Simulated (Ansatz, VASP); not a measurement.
# Cross-check of Ta10In (Ta(100)-c(2x2)-In, hollow site) between VASP and Ansatz, part 3 of 3

Wanted: the spread between two codes on one cell, functional and k mesh. Of the first pair: The structure shown is the start of the Ansatz relaxation below; VASP solves that cell, so the two are compared at the walk's first step.

VASP 6.6.1 and Ansatz 0.2.0.

So far. Step 4 (Differences): The forces differ by 4.6 meV/Å r.m.s., which is 0.8 % of the r.m.s. force of 0.544 eV/Å (both taken over all components). With vacuum in the cell, a pressure given here is an average over mostly empty space and none of the material. Step 7 (Side by side): The forces differ by 3.7 meV/Å r.m.s., which is 0.8 % of the r.m.s. force of 0.469 eV/Å (both taken over all components). With vacuum in the cell, a pressure given here is an average over mostly empty space and none of the material.

### 8. VASP: single point, PBE, pair 3

Level of this step: PBE; plane waves and PAW (Ta_pv, In_d) (VASP).

With cell and atoms fixed, the geometry can't cause a difference; cores, projectors, grids and the points listed under the comparison can.

Contents of INCAR:

```
SYSTEM = Ta10In
PREC = Accurate
ENCUT = 400
EDIFF = 1E-06
NELM = 120
ISMEAR = -1
SIGMA = 0.05
LREAL = .FALSE.
ALGO = Normal
GGA = PE
NBANDS = 76
LASPH = .TRUE.
LORBIT = 11
LWAVE = .FALSE.
LCHARG = .FALSE.
ISIF = 2
LDIPOL = .TRUE.
IDIPOL = 3
DIPOL = 0.5 0.5 0.475
LVHAR = .TRUE.
GGA_COMPAT = .FALSE.
NELMDL = -8
KPAR = 2
```

Contents of POSCAR:

```
Ta10In
1.0
    4.6810468915      0.0000000000      0.0000000000
    0.0000000000      4.6810468915      0.0000000000
    0.0000000000      0.0000000000     25.7753946274
Ta In
10 1
Direct
    0.0000000000      0.0000000000      0.3297718667
    0.5000000000      0.5000000000      0.3297718667
    0.0000000000      0.5000000000      0.3939803889
    0.5000000000      0.0000000000      0.3939803889
    0.0000000000      0.0000000000      0.4581718750
    0.5000000000      0.5000000000      0.4581718750
    0.0000000000      0.5000000000      0.5227471610
    0.5000000000      0.0000000000      0.5242459590
    0.0000000000      0.0000000000      0.5830199529
    0.5000000000      0.5000000000      0.5830199529
    0.5000000000      0.0000000000      0.6537026737
```

Contents of KPOINTS:

```
Automatic mesh
0
Gamma
14 14 1
0 0 0
```

The projector-augmented-wave data sets are Ta_pv and In_d (PBE family, release 64).

The run is started by

```sh
$ mpirun -np 2 vasp_std
```

Numbers of over 12 decimals in the logs are rounded to 6 here.

What it wrote:

```text
[... set-up lines as in an earlier step ...]
 entering main loop
       N       E                     dE             d eps       ncg     rms          rms(c)
DAV:   1     0.993103766389E+03    0.99310E+03   -0.60262E+04  7304   0.119E+03
DAV:   2    -0.590425453156E+02   -0.10521E+04   -0.10254E+04  6140   0.371E+02
DAV:   3    -0.121528362914E+03   -0.62486E+02   -0.59409E+02  6812   0.907E+01
DAV:   4    -0.125750999935E+03   -0.42226E+01   -0.41269E+01  7384   0.202E+01
[...]
DAV:  40    -0.114070164106E+03   -0.14067E-05   -0.10446E-07  3340   0.128E-03    0.632E-04
DAV:  41    -0.114070165334E+03   -0.12287E-05   -0.72479E-08  3436   0.106E-03    0.343E-04
DAV:  42    -0.114070165626E+03   -0.29188E-06   -0.28332E-08  3204   0.563E-04
   1 F= -.11407017E+03 E0= -.11401589E+03  d E =-.108557E+00
```

From OUTCAR (step 8):

```text
  Total       -6.8700199     -6.8700199     -4.5538216      0.0000000      0.0000000      0.0000000
  in kB      -19.4884486    -19.4884486    -12.9180003      0.0000000      0.0000000      0.0000000
  external PRESSURE =     -17.2982992 kB  Pullay stress =       0.0000000 kB

 POSITION                                       TOTAL-FORCE (eV/Angst)
 -----------------------------------------------------------------------------------
      0.00000      0.00000      8.50000         0.000000      0.000000      1.360749
      2.34052      2.34052      8.50000         0.000000      0.000000      1.360749
      0.00000      2.34052     10.15500         0.000000      0.000000     -1.327575
      2.34052      0.00000     10.15500         0.000000      0.000000     -1.477302
      0.00000      0.00000     11.80956         0.000000      0.000000      0.037258
      2.34052      2.34052     11.80956         0.000000      0.000000      0.037258
      0.00000      2.34052     13.47401         0.000000      0.000000      0.002234
      2.34052      0.00000     13.51265         0.000000      0.000000      0.040706
      0.00000      0.00000     15.02757         0.000000      0.000000     -0.011247
      2.34052      2.34052     15.02757         0.000000      0.000000     -0.011247
      2.34052      0.00000     16.84944         0.000000      0.000000     -0.011582
 -----------------------------------------------------------------------------------
    total drift:                                0.000000      0.000000      0.002820

  FREE ENERGIE OF THE ION-ELECTRON SYSTEM (eV)
  ---------------------------------------------------
  free  energy   TOTEN  =      -114.0701656263 eV

  energy  without entropy=     -113.9616084246  energy(sigma->0) =     -114.01588703

[... 1 part as in an earlier step ...]

[... 2 further parts left out ...]
[key lines of the parts left out:]
E-fermi :  -0.4013
```

### 9. Ansatz: single point, PBE, pair 3

The same cell, functional, mesh and smearing now go to Ansatz, which takes its cutoff from its data sets.

The cell is taken from a series of runs on this material, whose earlier steps may have relaxed, scaled, displaced or heated it; both programs get it as it stands.

Contents of input.yaml:

```yaml
crystal:
  lattice:
    - [4.6810468915, 0.0, 0.0]
    - [0.0, 4.6810468915, 0.0]
    - [0.0, 0.0, 25.7753946274]
  atoms:
    - { symbol: Ta, position: [0.0, 0.0, 0.3297718667] }
    - { symbol: Ta, position: [0.5, 0.5, 0.3297718667] }
    - { symbol: Ta, position: [0.0, 0.5, 0.3939803889] }
    - { symbol: Ta, position: [0.5, 0.0, 0.3939803889] }
    - { symbol: Ta, position: [0.0, 0.0, 0.458171875] }
    - { symbol: Ta, position: [0.5, 0.5, 0.458171875] }
    - { symbol: Ta, position: [0.0, 0.5, 0.522747161] }
    - { symbol: Ta, position: [0.5, 0.0, 0.524245959] }
    - { symbol: Ta, position: [0.0, 0.0, 0.5830199529] }
    - { symbol: Ta, position: [0.5, 0.5, 0.5830199529] }
    - { symbol: In, position: [0.5, 0.0, 0.6537026737] }
kpoints:
  mp_grid: { grid: [14, 14, 1] }
hamiltonian:
  xc: pbe
scf:
  occupations: { method: fermi_dirac, width: 0.05 }
  convergence: { dr2_threshold: 1.0e-09 }
  n_extra_bands: 23
efield:
  axis: 3
  dipole_correction: true
  ramp_position: 0.97
  ramp_width: 0.06
output:
  band_densities:
    - { e_range: [-0.2, 0] }
    - { e_range: [-0.7, 0] }
    - { e_range: [-1.5, 0] }
    - { e_range: [0, 0.2] }
    - { e_range: [0, 0.7] }
    - { e_range: [0, 1.5] }
    - { e_range: [-2.0, -1.8] }
    - { e_range: [-1.8, -1.6] }
    - { e_range: [-1.6, -1.4] }
    - { e_range: [-1.4, -1.2] }
    - { e_range: [-1.2, -1.0] }
    - { e_range: [-1.0, -0.8] }
    - { e_range: [-0.8, -0.6] }
    - { e_range: [-0.6, -0.4] }
    - { e_range: [-0.4, -0.2] }
    - { e_range: [0.2, 0.4] }
    - { e_range: [0.4, 0.6] }
    - { e_range: [0.6, 0.8] }
    - { e_range: [0.8, 1.0] }
    - { e_range: [1.0, 1.2] }
    - { e_range: [1.2, 1.4] }
    - { e_range: [1.4, 1.6] }
    - { e_range: [1.6, 1.8] }
    - { e_range: [1.8, 2.0] }
  band_residual_tolerance: 0.0001
  dos: { projected: true, e_range: [-5, 4] }
  write_potential: true
  write_density: true
  volumetric_format: npy
```

The run is started by

```sh
$ ansatz run input.yaml --threads 4 --pin off --max-ram 6144MiB --backend cpu --events-out ev --progress --plain --runs-dir out
```

What it wrote:

```text
[...]
Crystal: 11 atoms, lattice volume = 564.796 Å³
Basis set: ecut = 420 eV, 11039 PW (Γ)
Bands: 95, of which v1, the nominal top of the filled ones, is band 72 counted from 1 (71 counted from 0)
Symmetry: 8 space group operations
[...]
k-points: 36 of 196
[...]
e_range: [1.2, 1.4]                           1.469388             3.5e-5           0
  e_range: [1.4, 1.6]                           1.479592             3.2e-5           0
  e_range: [1.6, 1.8]                           1.591837             2.7e-5           0
  e_range: [1.8, 2]                             2.673469             3.4e-5           0
[key lines of the parts left out:]
SCF converged after 11 iterations
Free energy (F): -104913.705250 eV
Fermi energy:    3.914243 eV
Dipole field:    D = -0.012648 V/Å  (p = -0.039476 e·Å, saw-weighted, corrected)
Work function:   Φ+ = 4.3497 eV   Φ− = 4.0237 eV
```

### 10. Side by side

What differs besides the data sets and the points named for the pairs above, as far as they apply: the data sets hold 143 valence electrons in Ansatz (on its default PAW (the set named soft_2) files) and 123 in VASP. Total energies have different zeros and are not compared.

Both answers:

| quantity | Ansatz | VASP | difference |
| --- | --- | --- | --- |
| work function, lower of the two faces (eV) | 4.02 | 4.02 | 0.00 |
| work function, higher of the two faces (eV) | 4.35 | 4.35 | 0.00 |

With vacuum in the cell, a pressure given here is an average over mostly empty space and none of the material.

### 11. Summary of results

| Property | Result |
| --- | --- |
| r.m.s. force difference (single point, PBE, start cell, pair 1) | 0.84 % of the r.m.s. force |
| r.m.s. force difference (single point, PBE, relaxed cell, pair 2) | 0.79 % of the r.m.s. force |
| difference in work function, higher of the two faces (single point, PBE, pair 3) | -0.0016 eV |

The r.m.s. force difference is 0.84 % of the r.m.s. force (single point, PBE, start cell, pair 1), within the 3 % picked in this series as the mark of a large difference. The data sets hold unlike numbers of valence electrons (143 in Ansatz and 123 in VASP), so part of the differences comes from the potentials. Such differences can come from data sets, numerical settings and the points named under the comparisons, not from the functional's error against experiment.

[Lines on the potential files, build, host, timing and source positions are cut from VASP's logs without a mark.]

[Logs are printed without paths, hosts, clocks, repeated set-up lines and the standing remarks that a program may print on its own settings, such as how far it seeks lower states.]

[Hosts, paths, dates, database ids (printed as entryN), source tags and the programs' standing remarks are cut or masked in the printed files.]
